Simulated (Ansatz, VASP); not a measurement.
# HfO2 in two plane-wave programs, part 2 of 3

Aim: how closely do two programs agree when they are given the same cell, functional and k mesh? The cell is taken from a series of runs on this material, whose earlier steps may have relaxed, scaled, displaced or heated it; both programs get it as it stands.

VASP 6.6.1 and Ansatz 0.2.0.

So far: Set-up; Ansatz: zone-centre phonons, LDA, pair 1.

### Step 3. VASP: zone-centre phonons, LDA, pair 1

Level of this step: LDA; plane waves and PAW (O, Hf_pv) (VASP).

The same cell, functional (in two slightly different forms) and mesh now go to VASP, with its own data sets.

Lines of VASP's logs that name or quote its potential files are left out, and so is its time.

INCAR

```
SYSTEM = HfO2
PREC = Accurate
ENCUT = 600
EDIFF = 1E-08
NELM = 120
ISMEAR = 0
SIGMA = 0.01
LREAL = .FALSE.
ALGO = Normal
GGA = PW92
NBANDS = 17
LASPH = .TRUE.
LORBIT = 11
LWAVE = .FALSE.
LCHARG = .FALSE.
ISIF = 2
IBRION = 8
GGA_COMPAT = .FALSE.
EFERMI = MIDGAP
KPAR = 2
```

POSCAR

```
HfO2
1.0
   -0.0826437383      2.4834753375      2.5101259301
    2.4834753375     -0.0826437383      2.5101259301
    2.4008315992      2.4008315992      0.0000000000
O Hf
2 1
Direct
    0.2557704338      0.2557704338      0.2442295662
    0.7442295662      0.7442295662      0.7557704338
    0.0000000000      0.0000000000      0.0000000000
```

KPOINTS

```
Automatic mesh
0
Gamma
8 8 8
0 0 0
```

The projector-augmented-wave data sets are O and Hf_pv (LDA family, release 64).

On the command line:

```bash
> mpirun -np 2 vasp_std
```

Numbers of over 12 decimals in the logs are rounded to 6 here.

The log of the run:

```text
[banner, memory and clock lines left out]
running    2 mpi-ranks, on    1 nodes
 distrk:  each k-point on    1 cores,    2 groups
 distr:  one band on    1 cores,    1 groups

 POSCAR found type information on POSCAR O Hf
 POSCAR found :  2 types and       3 ions
|                                                                             |
|               ----> ADVICE to this user running VASP <----                  |
|                                                                             |
|     You enforced a specific xc type in the INCAR file but a different       |
|     [... a line on the potential file left out ...]
|     I HOPE YOU KNOW WHAT YOU ARE DOING!                                     |
|                                                                             |

 LDA part: xc-table for (Slater(with rela. corr.)+PW92), standard interpolation
 POSCAR, INCAR and KPOINTS ok, starting setup
 FFT: planning ... GRIDC
 FFT: planning ... GRID_SOFT
 FFT: planning ... GRID
 WAVECAR not read
 entering main loop
       N       E                     dE             d eps       ncg     rms          rms(c)
DAV:   1     0.975427106503E+02    0.97543E+02   -0.13970E+04  3230   0.144E+03
DAV:   2    -0.347775442890E+02   -0.13232E+03   -0.12857E+03  4176   0.317E+02
DAV:   3    -0.386169524369E+02   -0.38394E+01   -0.38290E+01  3840   0.487E+01
DAV:   4    -0.386387156147E+02   -0.21763E-01   -0.21757E-01  4211   0.396E+00
DAV:   5    -0.386388442953E+02   -0.12868E-03   -0.12867E-03  3827   0.285E-01    0.555E+01
DAV:   6    -0.332612744193E+02    0.53776E+01   -0.22100E+01  3310   0.342E+01    0.468E+01
DAV:   7    -0.331146937447E+02    0.14658E+00   -0.71238E-01  3670   0.724E+00    0.306E+01
DAV:   8    -0.330681816597E+02    0.46512E-01   -0.20180E-01  3290   0.425E+00    0.795E+00
DAV:   9    -0.330539022459E+02    0.14279E-01   -0.40494E-02  3387   0.176E+00    0.247E+00
DAV:  10    -0.330535635234E+02    0.33872E-03   -0.21998E-03  4203   0.366E-01    0.813E-02
DAV:  11    -0.330535580907E+02    0.54327E-05   -0.12069E-04  3762   0.905E-02    0.483E-02
DAV:  12    -0.330535588717E+02   -0.78106E-06   -0.54366E-06  4133   0.186E-02    0.221E-02
DAV:  13    -0.330535589204E+02   -0.48629E-07   -0.13586E-07  4080   0.333E-03    0.222E-03
DAV:  14    -0.330535589231E+02   -0.27533E-08   -0.30017E-09  2572   0.524E-04
   1 F= -.33053559E+02 E0= -.33053559E+02  d E =0.000000E+00
 Linear response reoptimize wavefunctions to high precision
DAV:   1    -0.330535589236E+02   -0.48067E-09   -0.52161E-10  2718   0.218E-04
DAV:   2    -0.330535589236E+02   -0.50022E-11   -0.48699E-11  1858   0.588E-05
 Linear response DOF=           4
 Linear response progress:
  Degree of freedom:   1/  4
       N       E                     dE             d eps       ncg     rms          rms(c)
RMM:   1    -0.370052783667E+00   -0.37005E+00    0.22459E-01 19412   0.380E+00
RMM:   2    -0.358275902814E+00    0.11777E-01   -0.10643E-02 13647   0.695E-01    0.772E-01
RMM:   3    -0.359546362247E+00   -0.12705E-02   -0.90766E-04 12997   0.189E-01    0.461E-01
RMM:   4    -0.361726387488E+00   -0.21800E-02   -0.80370E-04 13175   0.185E-01    0.485E-02
RMM:   5    -0.361467049251E+00    0.25934E-03   -0.39249E-05 15347   0.372E-02    0.270E-02
RMM:   6    -0.361430406660E+00    0.36643E-04   -0.17753E-06 16318   0.629E-03    0.262E-02
RMM:   7    -0.361425896758E+00    0.45099E-05   -0.19204E-07 16126   0.164E-03    0.141E-02
RMM:   8    -0.361422127784E+00    0.37690E-05   -0.16638E-07 15396   0.204E-03    0.906E-03
RMM:   9    -0.361424973687E+00   -0.28459E-05   -0.98673E-08 16235   0.468E-04    0.279E-03
RMM:  10    -0.361425467889E+00   -0.49420E-06   -0.98609E-08 17494   0.185E-04    0.128E-04
RMM:  11    -0.361425432563E+00    0.35326E-07   -0.92294E-08 17445   0.142E-04    0.699E-04
RMM:  12    -0.361425377281E+00    0.55282E-07   -0.73134E-08 17793   0.124E-04    0.146E-04
RMM:  13    -0.361425373424E+00    0.38566E-08   -0.67184E-08 17391   0.116E-04    0.139E-05
 first order change of Fermi-energy   0.55936E-04
 force on displaced ion       1 direction 1 : -12.542  -0.663  -0.003
 Linear response progress:
  Degree of freedom:   2/  4
       N       E                     dE             d eps       ncg     rms          rms(c)
RMM:   1    -0.370860699173E+00   -0.37086E+00    0.22021E-01  6933   0.380E+00
RMM:   2    -0.358320628471E+00    0.12540E-01   -0.11085E-02  5020   0.700E-01    0.798E-01
RMM:   3    -0.359583261306E+00   -0.12626E-02   -0.95523E-04  4674   0.193E-01    0.475E-01
RMM:   4    -0.361762922909E+00   -0.21797E-02   -0.82570E-04  4760   0.187E-01    0.500E-02
RMM:   5    -0.361515401512E+00    0.24752E-03   -0.39895E-05  5560   0.374E-02    0.288E-02
RMM:   6    -0.361458829295E+00    0.56572E-04   -0.21691E-06  5710   0.753E-03    0.244E-02
RMM:   7    -0.361458498517E+00    0.33078E-06   -0.30688E-07  5940   0.137E-03    0.269E-02
RMM:   8    -0.361463248005E+00   -0.47495E-05   -0.20982E-07  5490   0.158E-03    0.294E-02
RMM:   9    -0.361460607993E+00    0.26400E-05   -0.18460E-07  5903   0.979E-04    0.413E-02
RMM:  10    -0.361461121557E+00   -0.51356E-06   -0.21841E-07  6049   0.639E-04    0.581E-02
RMM:  11    -0.361461673060E+00   -0.55150E-06   -0.21712E-07  6276   0.312E-04    0.642E-02
RMM:  12    -0.361459363822E+00    0.23092E-05   -0.22566E-07  5956   0.910E-04    0.383E-02
RMM:  13    -0.361457372010E+00    0.19918E-05   -0.33293E-07  6152   0.993E-04    0.107E-02
RMM:  14    -0.361456733862E+00    0.63815E-06   -0.35373E-07  5935   0.417E-04    0.143E-03
RMM:  15    -0.361456670703E+00    0.63159E-07   -0.35714E-07  6569   0.172E-04    0.360E-04
RMM:  16    -0.361456655847E+00    0.14856E-07   -0.24840E-07  6253   0.137E-04    0.417E-04
RMM:  17    -0.361456647263E+00    0.85839E-08   -0.23932E-07  6474   0.136E-04    0.165E-04
RMM:  18    -0.361456635884E+00    0.11379E-07   -0.24422E-07  6327   0.132E-04    0.243E-05
RMM:  19    -0.361456633929E+00    0.19554E-08   -0.23748E-07  5706   0.129E-04    0.126E-06
RMM:  20    -0.361456633202E+00    0.72669E-09   -0.23472E-07  4373   0.129E-04    0.270E-06
RMM:  21    -0.361456633651E+00   -0.44923E-09   -0.23223E-07  4195   0.129E-04    0.138E-06
RMM:  22    -0.361456633883E+00   -0.23138E-09   -0.23414E-07  4109   0.129E-04    0.403E-08
 first order change of Fermi-energy  -0.22869E+00
 force on displaced ion       1 direction 3 :  -0.000   0.000 -12.213
 Linear response progress:
  Degree of freedom:   3/  4
       N       E                     dE             d eps       ncg     rms          rms(c)
RMM:   1    -0.230008820913E+00   -0.23001E+00    0.22403E+00  6120   0.956E+00
RMM:   2    -0.222311075391E+00    0.76977E-02   -0.27663E-02  7683   0.114E+00    0.881E-01
RMM:   3    -0.221541028445E+00    0.77005E-03   -0.99444E-04  9554   0.149E-01    0.460E-01
RMM:   4    -0.220943154117E+00    0.59787E-03   -0.10907E-04 10420   0.585E-02    0.209E-01
RMM:   5    -0.220610784115E+00    0.33237E-03   -0.19230E-05 10650   0.270E-02    0.217E-02
RMM:   6    -0.220628009311E+00   -0.17225E-04   -0.24887E-06 10346   0.904E-03    0.168E-02
RMM:   7    -0.220631862593E+00   -0.38533E-05   -0.56026E-07 11439   0.224E-03    0.125E-02
RMM:   8    -0.220630470988E+00    0.13916E-05   -0.38486E-06 10819   0.897E-04    0.603E-04
RMM:   9    -0.220630103614E+00    0.36737E-06   -0.34863E-06 11814   0.409E-04    0.509E-05
RMM:  10    -0.220630372584E+00   -0.26897E-06   -0.23177E-06 11073   0.240E-04    0.171E-05
RMM:  11    -0.220630421388E+00   -0.48804E-07   -0.11922E-06 11642   0.186E-04    0.681E-05
RMM:  12    -0.220630427944E+00   -0.65563E-08   -0.63944E-07 11750   0.162E-04    0.434E-05
RMM:  13    -0.220630438665E+00   -0.10721E-07   -0.39526E-07 10595   0.153E-04    0.249E-05
RMM:  14    -0.220630438896E+00   -0.23062E-09   -0.26396E-07  9561   0.147E-04    0.180E-05
RMM:  15    -0.220630444511E+00   -0.56155E-08   -0.16327E-07  9328   0.145E-04    0.779E-06
RMM:  16    -0.220630443137E+00    0.13739E-08   -0.13176E-07  8735   0.143E-04    0.514E-06
RMM:  17    -0.220630444124E+00   -0.98718E-09   -0.10931E-07  8440   0.142E-04    0.147E-06
RMM:  18    -0.220630444433E+00   -0.30839E-09   -0.98245E-08  8281   0.142E-04    0.113E-06
 first order change of Fermi-energy  -0.17571E-03
 force on displaced ion       3 direction 1 :  -6.563  -1.780   0.000
 Linear response progress:
  Degree of freedom:   4/  4
       N       E                     dE             d eps       ncg     rms          rms(c)
RMM:   1    -0.229658420905E+00   -0.22966E+00    0.22778E+00  3999   0.957E+00
RMM:   2    -0.222063501469E+00    0.75949E-02   -0.28069E-02  4857   0.114E+00    0.913E-01
RMM:   3    -0.221268874045E+00    0.79463E-03   -0.10184E-03  5891   0.154E-01    0.481E-01
RMM:   4    -0.220652633852E+00    0.61624E-03   -0.11873E-04  6348   0.612E-02    0.214E-01
RMM:   5    -0.220327938347E+00    0.32470E-03   -0.23637E-05  6420   0.304E-02    0.229E-02
RMM:   6    -0.220336727895E+00   -0.87895E-05   -0.38037E-06  6289   0.109E-02    0.214E-02
RMM:   7    -0.220346392710E+00   -0.96648E-05   -0.78427E-07  6701   0.417E-03    0.159E-02
RMM:   8    -0.220347902590E+00   -0.15099E-05   -0.52809E-06  6799   0.109E-03    0.698E-03
RMM:   9    -0.220346596311E+00    0.13063E-05   -0.60658E-06  6958   0.534E-04    0.180E-04
RMM:  10    -0.220346623146E+00   -0.26835E-07   -0.37638E-06  7292   0.252E-04    0.831E-05
RMM:  11    -0.220346764744E+00   -0.14160E-06   -0.20569E-06  7071   0.179E-04    0.124E-05
RMM:  12    -0.220346780473E+00   -0.15729E-07   -0.10574E-06  7040   0.148E-04    0.380E-05
RMM:  13    -0.220346789023E+00   -0.85499E-08   -0.52600E-07  6480   0.137E-04    0.314E-05
RMM:  14    -0.220346789509E+00   -0.48557E-09   -0.27545E-07  5753   0.130E-04    0.312E-05
RMM:  15    -0.220346790696E+00   -0.11870E-08   -0.13759E-07  5406   0.128E-04    0.276E-05
RMM:  16    -0.220346795313E+00   -0.46174E-08   -0.87949E-08  5426   0.126E-04    0.478E-06
 first order change of Fermi-energy  -0.18878E-04
 force on displaced ion       3 direction 3 :  -0.000  -0.000  -6.891
 Linear response finished
```

From OUTCAR (step 3):

```text
ion  position               nearest neighbor table
   1  0.256  0.256  0.244-   3 2.13   3 2.13   3 2.19   3 2.19
   2  0.744  0.744  0.756-   3 2.13   3 2.13   3 2.19   3 2.19
   3  0.000  0.000  0.000-   2 2.13   1 2.13   2 2.13   1 2.13   2 2.19   2 2.19   1 2.19   1 2.19

  LATTYP: Found a body centered orthorhombic cell.
 ALAT       =     3.3952886086
 B/A-ratio  =     1.0688459268
 C/A-ratio  =     1.4785935568

 Subroutine GETGRP returns: Found  8 space group operations
 (whereof  8 operations were pure point group operations)

The static configuration has the point symmetry D_2h.

 Found     95 irreducible k-points:

   k-points           NKPTS =     95   k-points in BZ     NKDIM =     95   number of bands    NBANDS=     17

   dimension x,y,z NGX =    28 NGY =   28 NGZ =   28
   dimension x,y,z NGXF=    56 NGYF=   56 NGZF=   56

   ENCUT  =  600.0 eV  44.10 Ry    6.64 a.u.   7.05  7.05  6.78*2*pi/ulx,y,z

   NELECT =      22.0000    total number of electrons

 k-points in reciprocal lattice and weights: Automatic mesh
   0.00000000  0.00000000  0.00000000       0.002
   0.12500000  0.00000000  0.00000000       0.008
   0.25000000  0.00000000  0.00000000       0.008
   0.37500000  0.00000000  0.00000000       0.008
   0.50000000  0.00000000  0.00000000       0.004
   0.12500000  0.12500000  0.00000000       0.004
   0.25000000  0.12500000  0.00000000       0.008
   0.37500000  0.12500000  0.00000000       0.008
   0.50000000  0.12500000  0.00000000       0.008
[...]
0.25000000  0.25000000  0.50000000       0.004
  -0.25000000  0.25000000  0.50000000       0.004

 average (electrostatic) potential at core
       1 -70.2535       2 -70.2535       3 -36.9650

  Total        0.2599144      0.2599144     -0.7879534      1.0102103      0.0000000      0.0000000
  in kB       13.4640863     13.4640863    -40.8175677     52.3309179      0.0000000      0.0000000
  external PRESSURE =      -4.6297984 kB  Pullay stress =       0.0000000 kB

  energy-cutoff  :      600.00
  volume of cell :       30.93
      direct lattice vectors                 reciprocal lattice vectors
    -0.082643738  2.483475337  2.510125930    -0.194846765  0.194846765  0.199193193
     2.483475337 -0.082643738  2.510125930     0.194846765 -0.194846765  0.199193193
     2.400831599  2.400831599  0.000000000     0.208261171  0.208261171 -0.199193193

 POSITION                                       TOTAL-FORCE (eV/Angst)
 -----------------------------------------------------------------------------------
      1.20042      1.20042      1.28403         0.000000      0.000000     -0.032807
      3.60125      3.60125      3.73622        -0.000000     -0.000000      0.032807
      0.00000      0.00000      0.00000         0.000000      0.000000      0.000000
 -----------------------------------------------------------------------------------
    total drift:                               -0.000000     -0.000000      0.000000

 Eigenvectors and eigenvalues of the dynamical matrix
 ----------------------------------------------------

   1 f  =   18.429844 THz   115.798123 2PiTHz  614.753413 cm-1    76.219675 meV
             X         Y         Z           dx          dy          dz
      1.200416  1.200416  1.284032    -0.500000   -0.500000    0.000000
      3.601247  3.601247  3.736220     0.500000    0.500000   -0.000000
      0.000000  0.000000  0.000000    -0.000000   -0.000000    0.000000

   2 f  =   18.067010 THz   113.518371 2PiTHz  602.650582 cm-1    74.719116 meV
             X         Y         Z           dx          dy          dz
      1.200416  1.200416  1.284032    -0.500000    0.500000   -0.000000
      3.601247  3.601247  3.736220     0.500000   -0.500000    0.000000
      0.000000  0.000000  0.000000    -0.000000    0.000000    0.000000

   3 f  =   17.905440 THz   112.503200 2PiTHz  597.261201 cm-1    74.050918 meV
             X         Y         Z           dx          dy          dz
      1.200416  1.200416  1.284032     0.000000   -0.000000   -0.707107
      3.601247  3.601247  3.736220    -0.000000    0.000000    0.707107
      0.000000  0.000000  0.000000    -0.000000    0.000000    0.000000

   4 f  =    8.669821 THz    54.474092 2PiTHz  289.194102 cm-1    35.855483 meV
             X         Y         Z           dx          dy          dz
      1.200416  1.200416  1.284032    -0.460440   -0.460440   -0.000000
      3.601247  3.601247  3.736220    -0.460440   -0.460440   -0.000000
      0.000000  0.000000  0.000000     0.275662    0.275662    0.000000

   5 f  =    7.870208 THz    49.449972 2PiTHz  262.521865 cm-1    32.548548 meV
             X         Y         Z           dx          dy          dz
      1.200416  1.200416  1.284032     0.000000    0.000000   -0.651023
      3.601247  3.601247  3.736220     0.000000    0.000000   -0.651023
      0.000000  0.000000  0.000000    -0.000000    0.000000    0.390307

   6 f  =    6.559304 THz    41.213325 2PiTHz  218.794842 cm-1    27.127091 meV
             X         Y         Z           dx          dy          dz
      1.200416  1.200416  1.284032    -0.460379    0.460379   -0.000000
      3.601247  3.601247  3.736220    -0.460379    0.460379    0.000000
      0.000000  0.000000  0.000000     0.275867   -0.275867    0.000000

   7 f/i=    0.000566 THz     0.003558 2PiTHz    0.018890 cm-1     0.002342 meV
             X         Y         Z           dx          dy          dz
      1.200416  1.200416  1.284032    -0.194923   -0.194923    0.000000
      3.601247  3.601247  3.736220    -0.194923   -0.194923    0.000000
      0.000000  0.000000  0.000000    -0.651161   -0.651161    0.000000

   8 f/i=    0.001634 THz     0.010264 2PiTHz    0.054490 cm-1     0.006756 meV
             X         Y         Z           dx          dy          dz
      1.200416  1.200416  1.284032    -0.195067    0.195067   -0.000000
      3.601247  3.601247  3.736220    -0.195067    0.195067   -0.000000
      0.000000  0.000000  0.000000    -0.651074    0.651074   -0.000000

   9 f/i=    0.003431 THz     0.021554 2PiTHz    0.114429 cm-1     0.014187 meV
             X         Y         Z           dx          dy          dz
      1.200416  1.200416  1.284032    -0.000000    0.000000    0.275989
      3.601247  3.601247  3.736220    -0.000000    0.000000    0.275989
      0.000000  0.000000  0.000000    -0.000000    0.000000    0.920685

 ELASTIC MODULI CONTR FROM IONIC RELAXATION (kBar)
 Direction    XX          YY          ZZ          XY          YZ          ZX
 --------------------------------------------------------------------------------
 XX         -38.8594    -38.8594    -20.8535   -115.5038      0.0000      0.0000
 YY         -38.8594    -38.8594    -20.8535   -115.5038      0.0000      0.0000
 ZZ         -20.8535    -20.8535    -11.1908    -61.9839      0.0000      0.0000
 XY        -115.5038   -115.5038    -61.9839   -343.3184      0.0000      0.0000
 YZ           0.0000      0.0000      0.0000      0.0000   -397.2568   -226.9108
 ZX           0.0000      0.0000      0.0000      0.0000   -226.9108   -410.1950
 --------------------------------------------------------------------------------
```

### Step 4. Side by side

Known differences besides the potentials themselves: fixed occupations in Ansatz, narrow Gaussian smearing in VASP; the data sets hold 38 valence electrons in Ansatz (on its PAW soft_1 files) and 22 in VASP; the cutoff is 420 eV in Ansatz and 600 eV in VASP; VASP's log shows a relativistic correction to its local exchange, Ansatz's none. Total energies have different zeros and are not compared.

Compared:

| quantity | Ansatz | VASP | difference |
| --- | --- | --- | --- |
| optical mode 1 (cm⁻¹) | 221.2 | 218.8 | +1.12 % |
| optical mode 2 (cm⁻¹) | 264.7 | 262.5 | +0.84 % |
| optical mode 3 (cm⁻¹) | 290.6 | 289.2 | +0.49 % |
| optical mode 4 (cm⁻¹) | 599.7 | 597.3 | +0.40 % |
| optical mode 5 (cm⁻¹) | 604.7 | 602.7 | +0.34 % |
| optical mode 6 (cm⁻¹) | 616.1 | 614.8 | +0.21 % |

Modes are paired by rising frequency, not by their patterns, so a pair may set unlike modes beside each other; they are those without the splitting of longitudinal modes.

(Part 2 of 3 ends here.)

[Lines on the potential files, build, host, timing and source positions are cut from VASP's logs without a mark.]

[Logs are printed without paths, hosts, clocks, repeated set-up lines and the standing remarks that a program may print on its own settings, such as how far it seeks lower states.]

[Hosts, paths, dates, database ids (printed as entryN), source tags and the programs' standing remarks are cut or masked in the printed files.]
